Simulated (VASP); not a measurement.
Computed with PBE GGA, VASP's PBE PAW potentials (set 64) (plane waves; VASP).

VASP ran on this input.

### KPOINTS
```
Automatic mesh
0
Gamma
14 14 14
0 0 0
```

File POSCAR:
```
Au
1
    0.0000000000     2.0980379361     2.0980379361
    2.0980379361     0.0000000000     2.0980379361
    2.0980379361     2.0980379361     0.0000000000
Au
1
Direct
  0.0000000000   0.0000000000   0.0000000000
```

**INCAR**
```
# general
SYSTEM   =  Au
PREC     =  Accurate
ENCUT    =  480
LREAL    =  .FALSE.
LASPH    =  .TRUE.

# electronic loop
EDIFF    =  1E-7
NELM     =  100
ALGO     =  Normal
LMAXMIX  =  6

# smearing
ISMEAR   =  1
SIGMA    =  0.1

# functional
GGA      =  PE

# ions
ISIF     =  2

# output
LWAVE    =  .FALSE.
LCHARG   =  .FALSE.
```

POTCAR, in this order: Au (PBE.64 set). Program: vasp_std.

The resulting files:

File OSZICAR:
```
       N       E                     dE             d eps       ncg     rms          rms(c)
DAV:   1     0.394605079894E+02    0.39461E+02   -0.55885E+03  2080   0.101E+03
DAV:   2    -0.310997505248E+01   -0.42570E+02   -0.39836E+02  1937   0.188E+02
DAV:   3    -0.347107828289E+01   -0.36110E+00   -0.36096E+00  2270   0.181E+01
DAV:   4    -0.347197088959E+01   -0.89261E-03   -0.89259E-03  2164   0.947E-01
DAV:   5    -0.347197668106E+01   -0.57915E-05   -0.57924E-05  2094   0.742E-02    0.733E+00
DAV:   6    -0.322748694744E+01    0.24449E+00   -0.86209E-01  1931   0.891E+00    0.486E+00
DAV:   7    -0.321338861268E+01    0.14098E-01   -0.58866E-02  1995   0.231E+00    0.254E+00
DAV:   8    -0.321170046521E+01    0.16881E-02   -0.13041E-03  1959   0.373E-01    0.229E-01
DAV:   9    -0.321168391763E+01    0.16548E-04   -0.17702E-05  2079   0.441E-02    0.395E-02
DAV:  10    -0.321168993151E+01   -0.60139E-05   -0.41355E-06  1999   0.253E-02    0.571E-03
DAV:  11    -0.321168979811E+01    0.13340E-06   -0.56966E-08  1627   0.241E-03    0.327E-04
DAV:  12    -0.321168975933E+01    0.38785E-07   -0.47435E-09   984   0.767E-04
   1 F= -.32116898E+01 E0= -.32117753E+01  d E =0.256557E-03
```

### OUTCAR
```
------------------------ aborting loop because EDIFF is reached ----------------------------------------
  FORCE on cell =-STRESS in cart. coord.  units (eV):
  Direction    XX          YY          ZZ          XY          YZ          ZX
  --------------------------------------------------------------------------------------
  Total       -0.4329205     -0.4329205     -0.4329205      0.0000000      0.0000000     -0.0000000
  in kB      -37.5533569    -37.5533569    -37.5533569      0.0000000      0.0000000     -0.0000000
  external PRESSURE =     -37.5533569 kB  Pullay stress =       0.0000000 kB
  volume of cell :       18.47
      direct lattice vectors                 reciprocal lattice vectors
     0.000000000  2.098037936  2.098037936    -0.238317902  0.238317902  0.238317902
     2.098037936  0.000000000  2.098037936     0.238317902 -0.238317902  0.238317902
     2.098037936  2.098037936  0.000000000     0.238317902  0.238317902 -0.238317902
 POSITION                                       TOTAL-FORCE (eV/Angst)
 -----------------------------------------------------------------------------------
      0.00000      0.00000      0.00000         0.000000     -0.000000      0.000000
 -----------------------------------------------------------------------------------
    total drift:                               -0.000000      0.000000     -0.000000
  FREE ENERGIE OF THE ION-ELECTRON SYSTEM (eV)
  ---------------------------------------------------
  free  energy   TOTEN  =        -3.2116897593 eV

  energy  without entropy=       -3.2119463162  energy(sigma->0) =       -3.21177528
```
(Selected blocks of OUTCAR.)

The compound is Au in the fcc structure. This cell was strained or had an atom moved on purpose.
